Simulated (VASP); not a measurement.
Input:

```
CELL_PARAMETERS angstrom
      0.00000     2.22326     2.22326
      2.22326     0.00000     2.22326
      2.22326     2.22326     0.00000
ATOMIC_POSITIONS crystal
  Al 0.00000 0.00000 0.00000
  N  0.25000 0.25000 0.25000
```

The numbers are results of SCAN meta-GGA, VASP's PBE PAW potentials (set 64) (plane waves; VASP), not measurements. Run with 520 eV cut-off, 10×10×10 Γ-centred mesh, Gaussian smearing of 0.050 eV, potentials Al N.

Task: Give the stress tensor in GPa (positive for a compressed cell).

Result: 
```
-11.07    0.00    0.00
  0.00  -11.07    0.00
  0.00    0.00  -11.07
```
The pressure is its mean diagonal, -11.07 GPa.

The compound is AlN in the zinc blende structure, a metastable form; wurtzite is the usual one. This cell is one point of a volume scan, at 1.06 of the reference volume.
